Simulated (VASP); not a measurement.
Data:

```yaml
crystal:
  lattice:
    - [0.00000, 3.07031, 3.07031]
    - [3.07031, 0.00000, 3.07031]
    - [3.07031, 3.07031, 0.00000]
  atoms:
    - { symbol: Cd, position: [0.00000, 0.00000, 0.00000] }
    - { symbol: Se, position: [0.25000, 0.25000, 0.25000] }
```

Method: revPBE GGA, VASP's PBE PAW potentials (set 64) (plane waves; VASP). Settings: 520 eV cut-off, 7×7×7 Γ-centred mesh, Gaussian smearing of 0.050 eV, potentials Cd Se.

Give the stress tensor in GPa (positive for a compressed cell).

```
2.95  0.00  0.00
0.00  2.95  0.00
0.00  0.00  2.95
```
The pressure is its mean diagonal, 2.95 GPa.

The compound is CdSe in the zinc blende structure, whereas wurtzite is the usual form. This cell is one point of a volume scan, at 0.94 of the reference volume.
